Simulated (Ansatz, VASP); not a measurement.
# Zn11Ge23O57 (glassy 68GeO2-32ZnO (mol %)) in two plane-wave programs

Aim: how closely do two programs agree when they are given the same cell, functional and k mesh? The cell is taken from a series of runs on this material, whose earlier steps may have relaxed, scaled, displaced or heated it; both programs get it as it stands.

Calculated with Ansatz 0.2.0; plane waves, with VASP 6.6.1 beside it; single point at r2SCAN.

## Step 1: Set-up

The cell holds 91 atoms: 23 Ge, 11 Zn and 57 O. Its edges and angles: a = 11.046 Å, b = 11.046 Å, c = 11.046 Å, α = 90.0°, β = 90.0°, γ = 90.0°. As first built, before any earlier steps moved the atoms (in the runner's words): 91 atoms (23 Ge, 11 Zn, 57 O) placed at random at 4 g/cm^3, melted at 4000 K for 10 ps at fixed volume with the Morse and Coulomb pair potential with partial charges (Pedone, Malavasi, Menziani, Cormack and Segre, J. Phys. Chem. B 110, 11780 (2006)). Quenched from 4000 K to 300 K at 50 K/ps and fixed volume, held 10 ps at zero pressure, then minimised at fixed cell.

## Step 2: Ansatz: single point, r2SCAN

Ansatz runs on its PAW soft_1 files.

A single point gives forces, pressure and levels at one fixed geometry, so differences don't come from the geometry; what else differs is listed under the comparison.

input.yaml reads:

```yaml
crystal:
  lattice:
    - [11.04645, 0.0, 0.0]
    - [0.0, 11.04645, 0.0]
    - [0.0, 0.0, 11.04645]
  atoms:
    - { symbol: Ge, position: [0.59131, 0.99468, 0.0934] }
    - { symbol: Ge, position: [0.56207, 0.53578, 0.2992] }
    - { symbol: Ge, position: [0.03285, 0.67436, 0.78989] }
    - { symbol: Ge, position: [0.33862, 0.96459, 0.46123] }
    - { symbol: Ge, position: [0.54937, 0.7196, 0.74724] }
    - { symbol: Ge, position: [0.37707, 0.38767, 0.11287] }
    - { symbol: Ge, position: [0.93083, 0.26991, 0.0587] }
    - { symbol: Ge, position: [0.88124, 0.86939, 0.39837] }
    - { symbol: Ge, position: [0.04792, 0.59552, 0.30996] }
    - { symbol: Ge, position: [0.80964, 0.06525, 0.89734] }
    - { symbol: Ge, position: [0.43371, 0.4975, 0.57418] }
    - { symbol: Ge, position: [0.10587, 0.49243, 0.03351] }
    - { symbol: Ge, position: [0.81956, 0.40221, 0.27718] }
    - { symbol: Ge, position: [0.53926, 0.22965, 0.65681] }
    - { symbol: Ge, position: [0.77149, 0.386, 0.72989] }
    - { symbol: Ge, position: [0.72294, 0.74858, 0.15732] }
    - { symbol: Ge, position: [0.97648, 0.15793, 0.34446] }
    - { symbol: Ge, position: [0.26486, 0.17344, 0.2809] }
    - { symbol: Ge, position: [0.01575, 0.21113, 0.64568] }
    - { symbol: Ge, position: [0.77011, 0.61809, 0.90191] }
    - { symbol: Ge, position: [0.16722, 0.81807, 0.25673] }
    - { symbol: Ge, position: [0.29263, 0.96245, 0.06441] }
    - { symbol: Ge, position: [0.13425, 0.48127, 0.57835] }
    - { symbol: Zn, position: [0.63174, 0.82937, 0.4915] }
    - { symbol: Zn, position: [0.49464, 0.17098, 0.92376] }
    - { symbol: Zn, position: [0.81834, 0.58087, 0.50008] }
    - { symbol: Zn, position: [0.82885, 0.84829, 0.69092] }
    - { symbol: Zn, position: [0.07292, 0.9683, 0.87379] }
    - { symbol: Zn, position: [0.58755, 0.06481, 0.39163] }
    - { symbol: Zn, position: [0.35989, 0.97255, 0.76493] }
[... 55 atom lines left out ...]
    - { symbol: O, position: [0.01844, 0.75638, 0.33638] }
    - { symbol: O, position: [0.66347, 0.41675, 0.31037] }
    - { symbol: O, position: [0.32549, 0.82874, 0.15305] }
    - { symbol: O, position: [0.8299, 0.37507, 0.12236] }
    - { symbol: O, position: [0.88095, 0.54006, 0.33763] }
    - { symbol: O, position: [0.08579, 0.81961, 0.76603] }
kpoints:
  mp_grid: { grid: [1, 1, 1] }
hamiltonian:
  xc: r2scan
  pseudopotentials: { kind: paw, azcp: { folder: soft_1 } }
scf:
  occupations: { method: fermi_dirac, width: 0.025 }
output:
  forces: true
  stress: true
  populations: true
  dos:
    method: { smearing: { sigma: 0.15 } }
    de: 0.1
    projected: { site_lists: { Ge: [Ge], O: [O], Zn: [Zn] } }
  eigenvalues: true
```

Command:

```console
$ ansatz run input.yaml --threads 8 --pin off --max-ram 15872MiB --backend cpu --events-out ev --progress --plain --runs-dir out
```

Numbers of over 12 decimals in the logs are rounded to 6 here.

Output:

```text
Engine: ansatz 0.2.0, aarch64-unknown-linux-gnu
Pseudopotentials: kind: paw
Pseudopotential: Ge, paw, valence charge 14, recommended cutoff 500 eV (meta_gga), soft_1/Ge.paw.azcp
Pseudopotential: Zn, paw, valence charge 12, recommended cutoff 500 eV (meta_gga), soft_1/Zn.paw.azcp
Pseudopotential: O, paw, valence charge 6, recommended cutoff 500 eV (meta_gga), soft_1/O.paw.azcp
Functional definition: r2SCAN
  parameter k0 = 0.174
  parameter k1 = 0.065
  parameter a1 = 4.9479
  exchange = r2scan_x(k0 = k0, k1 = k1, a1 = a1)
  correlation = r2scan_c
Crystal: 91 atoms, lattice volume = 1347.933 Å³
Basis set: ecut = 500 eV, 34265 PW (Γ), exchange–correlation on 324×324×324 points (64 copies of the dense FFT grid, shifted against one another)
Bands: 489, of which v1, the nominal top of the filled ones, is band 398 counted from 1 (397 counted from 0)
Symmetry: 1 space group operations
Space group: P1 (ITA 1), of the structure as read, at distance tolerance 1.1e-4 Å
k-points: 1
Non-local potential: Ge, projectors of the file, l = 0: 2, l = 1: 2, l = 2: 3, l = 3: 1
Non-local potential: Zn, projectors of the file, l = 0: 2, l = 1: 2, l = 2: 3, l = 3: 1
Non-local potential: O, projectors of the file, l = 0: 2, l = 1: 2, l = 2: 1
PAW form: soft (Blöchl's): semilocal exchange-correlation on the pseudo side does not see the compensation charge
PAW frozen core: Ge, regenerated for the run's functional (the file was generated under x = pbe(κ = 0.804, μ = 0.219515), c = pbe(β = 0.066725))
PAW frozen core: Zn, regenerated for the run's functional (the file was generated under x = pbe(κ = 0.804, μ = 0.219515), c = pbe(β = 0.066725))
PAW frozen core: O, regenerated for the run's functional (the file was generated under x = pbe(κ = 0.804, μ = 0.219515), c = pbe(β = 0.066725))
PAW one-centre angular grid: Ge, 590 points (default); XC on 160 Gauss nodes
PAW one-centre angular grid: Zn, 590 points (default); XC on 160 Gauss nodes
PAW one-centre angular grid: O, 302 points (default); XC on 160 Gauss nodes
Initial density: superposition of atomic densities (chi_scale 0.1, normalization cell, long waves 1 % of neutral atoms (reshape's long-wave potential 1.01 eV rms, cloud 1.88 Å wide))
Initial wavefunctions: pseudopotential atomic-orbital guess
Functional: x = r2scan, c = r2scan; τ floored in thin density (d = 2e-4 eV/Å³)
SCF iter   1: F=—  HF=-167986.014627 eV  |F-HF|=—  |Δ(HF+E_count)|=         —  Δρ=1.06e-1  dr2=1.09e2  dr2_τ=7.51e0  ethr=3.10e-3  ⟨swp⟩=6.0  Hψ=2080  notcnv=0  defer=1
preconditioner: auto → Resta (q_TF=auto, 2.499 Å⁻¹)  ε∞=2.9  [insulator: Δε(μ)=2.121 eV  Ē_g=20.789 eV  σ=0.025 eV  W_gap=1.00  n_scr=364 (ndim 8)  ℏωp=28.5 eV  f_vac=0.166  D(μ)=0.00/eV (n_scr^D=0)  ε∞_Penn≈2.9]
SCF iter   2: F=—  HF=-167960.141070 eV  |F-HF|=—  |Δ(HF+E_count)|=    2.59e1  Δρ=4.14e-2  dr2=1.45e1  dr2_τ=1.12e0  ethr=3.10e-3  ⟨swp⟩=3.0  Hψ=862  notcnv=0  defer=83
SCF iter   3: F=—  HF=-167958.959363 eV  |F-HF|=—  |Δ(HF+E_count)|=    1.18e0  Δρ=1.76e-2  dr2=3.34e0  dr2_τ=1.22e-1  ethr=1.82e-3  ⟨swp⟩=2.0  Hψ=777  notcnv=0  defer=83
SCF iter   4: F=—  HF=-167958.864432 eV  |F-HF|=—  |Δ(HF+E_count)|=   9.49e-2  Δρ=7.46e-3  dr2=4.44e-1  dr2_τ=1.24e-2  ethr=4.20e-4  ⟨swp⟩=3.0  Hψ=776  notcnv=0  defer=84
SCF iter   5: F=—  HF=-167958.952766 eV  |F-HF|=—  |Δ(HF+E_count)|=   8.83e-2  Δρ=2.91e-3  dr2=7.26e-2  dr2_τ=9.78e-3  ethr=5.57e-5  ⟨swp⟩=3.0  Hψ=779  notcnv=0  defer=83
SCF iter   6: F=—  HF=-167958.948642 eV  |F-HF|=—  |Δ(HF+E_count)|=   4.12e-3  Δρ=8.23e-4  dr2=8.44e-3  dr2_τ=4.80e-4  ethr=9.12e-6  ⟨swp⟩=2.0  Hψ=661  notcnv=0  defer=83
SCF iter   7: F=—  HF=-167958.950299 eV  |F-HF|=—  |Δ(HF+E_count)|=   1.66e-3  Δρ=4.26e-4  dr2=1.99e-3  dr2_τ=8.25e-5  ethr=1.06e-6  ⟨swp⟩=2.0  Hψ=744  notcnv=0  defer=83
SCF iter   8: F=—  HF=-167958.952033 eV  |F-HF|=—  |Δ(HF+E_count)|=   1.73e-3  Δρ=2.03e-4  dr2=4.44e-4  dr2_τ=2.17e-5  ethr=2.50e-7  ⟨swp⟩=2.0  Hψ=637  notcnv=0  defer=83
SCF iter   9: F=—  HF=-167958.952236 eV  |F-HF|=—  |Δ(HF+E_count)|=   2.03e-4  Δρ=1.06e-4  dr2=9.07e-5  dr2_τ=4.26e-6  ethr=5.58e-8  ⟨swp⟩=2.0  Hψ=749  notcnv=0  defer=83
SCF iter  10: F=—  HF=-167958.955122 eV  |F-HF|=—  |Δ(HF+E_count)|=   2.89e-3  Δρ=2.79e-5  dr2=1.13e-5  dr2_τ=3.48e-7  ethr=1.14e-8  ⟨swp⟩=2.0  Hψ=886  notcnv=0  defer=83
SCF iter  11: F=—  HF=-167958.955152 eV  |F-HF|=—  |Δ(HF+E_count)|=   2.98e-5  Δρ=2.32e-5  dr2=5.80e-6  dr2_τ=3.13e-7  ethr=1.43e-9  ⟨swp⟩=2.0  Hψ=689  notcnv=0  defer=83
SCF iter  12: F=—  HF=-167958.955155 eV  |F-HF|=—  |Δ(HF+E_count)|=   3.26e-6  Δρ=7.17e-6  dr2=6.78e-7  dr2_τ=5.17e-8  ethr=7.28e-10  ⟨swp⟩=2.0  Hψ=780  notcnv=0  defer=83
SCF iter  13: F=—  HF=-167958.955156 eV  |F-HF|=—  |Δ(HF+E_count)|=   6.85e-7  Δρ=3.56e-6  dr2=1.47e-7  dr2_τ=9.26e-9  ethr=8.51e-11  ⟨swp⟩=2.0  Hψ=797  notcnv=0  defer=83
[...]
atom  63  O      0.02959802     0.04795360    -0.02459536
  atom  64  O      0.03679455    -0.05653233    -0.03353392
  atom  65  O      0.06005512    -0.07747531     0.06946226
  atom  66  O     -0.10438129    -0.10849186    -0.02760953
  atom  67  O      0.02574552     0.19626233     0.29679191
  atom  68  O     -0.23665913     0.26925337     0.22208380
  atom  69  O     -0.03542852     0.01691662     0.01183348
  atom  70  O     -0.30336099    -0.22952485    -0.30451560
  atom  71  O     -0.05439367    -0.02721666    -0.00021777
  atom  72  O      0.11678532     0.03735299    -0.11807042
  atom  73  O     -0.09561049     0.03614833    -0.01765831
  atom  74  O     -0.02674247     0.04812940     0.07957366
  atom  75  O      0.03197002    -0.03283912     0.07549653
  atom  76  O      0.08058565    -0.00639188     0.06002670
  atom  77  O      0.19730046    -0.08730054    -0.10658458
  atom  78  O     -0.12446098     0.09747435    -0.11026882
  atom  79  O     -0.04454769     0.06686599     0.01114538
  atom  80  O     -0.05237463    -0.35084687     0.29168363
  atom  81  O     -0.20906380    -0.32386369    -0.07255148
  atom  82  O     -0.19564796    -0.07241668     0.12155077
  atom  83  O     -0.07203586     0.01104456     0.00594518
  atom  84  O      0.01312179     0.03462372    -0.04249808
  atom  85  O      0.04914414     0.12949179     0.11859553
  atom  86  O      0.50054168    -0.11566638    -0.28574508
  atom  87  O     -0.10667423    -0.09245618    -0.05477142
  atom  88  O      0.05222821    -0.00659509    -0.04018370
  atom  89  O      0.02012580    -0.07553493    -0.14356662
  atom  90  O      0.23995080    -0.52030036    -0.47640998
  atom  91  O      0.06321772    -0.07711188     0.15964641
  max |Σ_I F_I| component: 2.97e-5 eV/Å
--- Stress (GPa, compression-positive) ---
       -3.172528      -0.400035       1.356200
       -0.400034      -4.768664       0.595262
        1.356201       0.595259      -4.304150
  P = ⅓ Tr σ = -4.0818 GPa (-40.818 kbar)
--- Band table (eV) ---
  k-point 0: bands = [... 394 lower, 3.6567, 3.7680, 3.9811, 4.3947, 5.9186, 7.5448, 7.6659, 7.9213, ... 87 higher]
--- Löwdin populations: 91 sites ---
  site symbol       q [e]
     0     Ge     12.4801
     1     Ge     12.4218
     2     Ge     12.4297
     3     Ge     12.4730
     4     Ge     12.4510
     5     Ge     12.4338
     6     Ge     12.4289
     7     Ge     12.5284
     8     Ge     12.4456
     9     Ge     12.4762
    10     Ge     12.3713
    11     Ge     12.4040
    12     Ge     12.4349
    13     Ge     12.4515
    14     Ge     12.4301
    15     Ge     12.4304
    16     Ge     12.4548
    17     Ge     12.4033
    18     Ge     12.4537
    19     Ge     12.4135
    20     Ge     12.5016
    21     Ge     12.4678
    22     Ge     12.3878
    23     Zn     10.4642
[...]
83      O      6.7456
    84      O      6.9804
    85      O      6.7030
    86      O      6.7173
    87      O      6.8690
    88      O      6.7011
    89      O      6.8217
    90      O      6.9751
  spilling = 0.006819 (of n_electrons = 796.000000)
```

## Step 3: VASP: single point, r2SCAN

The same cell, functional, mesh and smearing now go to VASP, with its own data sets.

Lines of VASP's logs that name or quote its potential files are left out, and so is its time.

INCAR reads:

```
SYSTEM = Zn11Ge23O57
PREC = Accurate
ENCUT = 660
EDIFF = 1E-06
NELM = 120
ISMEAR = -1
SIGMA = 0.025
LREAL = Auto
ALGO = Normal
METAGGA = R2SCAN
LASPH = .TRUE.
NBANDS = 464
LORBIT = 11
LWAVE = .FALSE.
LCHARG = .FALSE.
ISIF = 2
GGA_COMPAT = .FALSE.
EFERMI = MIDGAP
LMIXTAU = .TRUE.
NCORE = 2
```

POSCAR reads:

```
Zn11Ge23O57
1.0
   11.0464500000      0.0000000000      0.0000000000
    0.0000000000     11.0464500000      0.0000000000
    0.0000000000      0.0000000000     11.0464500000
Ge Zn O
23 11 57
Direct
    0.5913100000      0.9946800000      0.0934000000
    0.5620700000      0.5357800000      0.2992000000
    0.0328500000      0.6743600000      0.7898900000
    0.3386200000      0.9645900000      0.4612300000
    0.5493700000      0.7196000000      0.7472400000
    0.3770700000      0.3876700000      0.1128700000
    0.9308300000      0.2699100000      0.0587000000
    0.8812400000      0.8693900000      0.3983700000
    0.0479200000      0.5955200000      0.3099600000
    0.8096400000      0.0652500000      0.8973400000
    0.4337100000      0.4975000000      0.5741800000
    0.1058700000      0.4924300000      0.0335100000
    0.8195600000      0.4022100000      0.2771800000
    0.5392600000      0.2296500000      0.6568100000
    0.7714900000      0.3860000000      0.7298900000
    0.7229400000      0.7485800000      0.1573200000
    0.9764800000      0.1579300000      0.3444600000
    0.2648600000      0.1734400000      0.2809000000
    0.0157500000      0.2111300000      0.6456800000
    0.7701100000      0.6180900000      0.9019100000
    0.1672200000      0.8180700000      0.2567300000
    0.2926300000      0.9624500000      0.0644100000
    0.1342500000      0.4812700000      0.5783500000
    0.6317400000      0.8293700000      0.4915000000
    0.4946400000      0.1709800000      0.9237600000
    0.8183400000      0.5808700000      0.5000800000
    0.8288500000      0.8482900000      0.6909200000
    0.0729200000      0.9683000000      0.8737900000
    0.5875500000      0.0648100000      0.3916300000
    0.3598900000      0.9725500000      0.7649300000
[... 55 atom lines left out ...]
    0.0184400000      0.7563800000      0.3363800000
    0.6634700000      0.4167500000      0.3103700000
    0.3254900000      0.8287400000      0.1530500000
    0.8299000000      0.3750700000      0.1223600000
    0.8809500000      0.5400600000      0.3376300000
    0.0857900000      0.8196100000      0.7660300000
```

KPOINTS reads:

```
Automatic mesh
0
Gamma
1 1 1
0 0 0
```

PAW data sets: Ge_d, Zn and O (PBE family, release 64).

Command:

```console
$ mpirun -np 8 vasp_gam
```

Output:

```text
[banner, memory and clock lines left out]
running    8 mpi-ranks, on    1 nodes
[...]
|                                                                             |
|               ----> ADVICE to this user running VASP <----                  |
|                                                                             |
|     You enforced a specific xc type in the INCAR file but a different       |
|     [... a line on the potential file left out ...]
|     I HOPE YOU KNOW WHAT YOU ARE DOING!                                     |
|                                                                             |

 LDA part: xc-table for (None), standard interpolation
 POSCAR, INCAR and KPOINTS ok, starting setup
[...]
entering main loop
       N       E                     dE             d eps       ncg     rms          rms(c)
DAV:   1     0.272156115969E+05    0.27216E+05   -0.31649E+05  1128   0.503E+03
DAV:   2     0.647903713788E+04   -0.20737E+05   -0.19314E+05   928   0.148E+03
DAV:   3     0.441534125827E+02   -0.64349E+04   -0.60238E+04   984   0.461E+02
DAV:   4    -0.108864991140E+04   -0.11328E+04   -0.11073E+04  1024   0.210E+02
[...]
DAV:  26    -0.906606606486E+03   -0.11503E-04   -0.14418E-05   888   0.114E-02    0.236E-03
DAV:  27    -0.906606610578E+03   -0.40920E-05   -0.22885E-06   616   0.507E-03    0.248E-03
DAV:  28    -0.906606610544E+03    0.33688E-07   -0.68473E-07   608   0.356E-03
   1 F= -.90660661E+03 E0= -.90660661E+03  d E =-.572370E-12
```

Parts of OUTCAR (step 3):

```text
  FREE ENERGIE OF THE ION-ELECTRON SYSTEM (eV)
  ---------------------------------------------------
  free  energy   TOTEN  =      -906.6066105440 eV

  energy  without entropy=     -906.6066105440  energy(sigma->0) =     -906.60661054

[... 2 further parts left out ...]
[key lines of the parts left out:]
E-fermi :   1.8448
```

The run ends at a pressure of -3.51 GPa, with forces up to 2.3 eV/Å.

## Step 4: Differences

Known differences besides the potentials themselves: VASP keeps PBE cores, Ansatz makes them for the functional; the cutoff is 500 eV in Ansatz and 660 eV in VASP (PREC = Accurate, projectors in real space). Total energies have different zeros and are not compared.

The two programs side by side:

```
              quantity  Ansatz   VASP  difference
        pressure (GPa)   -4.08  -3.51       -0.58
gap on the k mesh (eV)   1.524  1.465      +0.059
```

Forces on 10 of the 91 atoms, those with the largest forces and the largest differences (eV/Å; atoms numbered as in POSCAR):

```
atom          Ansatz x, y, z            VASP x, y, z
 Ge5    0.371, 0.870, -0.474    0.383, 0.826, -0.462
 Ge8   -1.711, -1.134, 1.135   -1.668, -1.184, 1.068
Zn26   -0.277, 1.107, -0.150   -0.217, 1.149, -0.182
Zn27  -0.272, -0.215, -0.652  -0.247, -0.242, -0.662
 O35     0.671, 0.292, 0.367     0.668, 0.269, 0.376
 O42    -0.026, 0.976, 0.013   -0.026, 1.015, -0.006
 O55   -0.282, -0.188, 0.774   -0.240, -0.181, 0.784
 O69    -0.035, 0.017, 0.012   0.038, -0.021, -0.080
 O72    0.117, 0.037, -0.118    0.130, 0.089, -0.253
 O82   -0.196, -0.072, 0.122   -0.283, -0.018, 0.159
```

The forces differ by 37 meV/Å r.m.s., which is 13.7 % of the r.m.s. force of 0.269 eV/Å (both taken over all components). A gap on the mesh is an upper bound, since the band edges may lie between its points.

## Step 5: Results

```
r.m.s. force difference (single point, r2SCAN)         : 14 % of the r.m.s. force
difference in pressure (single point, r2SCAN)          : -0.58 GPa
difference in gap on the k mesh (single point, r2SCAN) : 0.059 eV
```

**Reading.** The r.m.s. force difference is 14 % of the r.m.s. force (single point, r2SCAN), beyond the 3 % picked in this series as the mark of a large difference. What causes the difference of the single point, r2SCAN pair stays open here. Such differences can come from data sets, numerical settings and the points named under the comparisons, not from the functional's error against experiment.

[Lines on the potential files, build, host, timing and source positions are cut from VASP's logs without a mark.]

[Logs are printed without paths, hosts, clocks, repeated set-up lines and the standing remarks that a program may print on its own settings, such as how far it seeks lower states.]

[Hosts, paths, dates, database ids (printed as entryN), source tags and the programs' standing remarks are cut or masked in the printed files.]
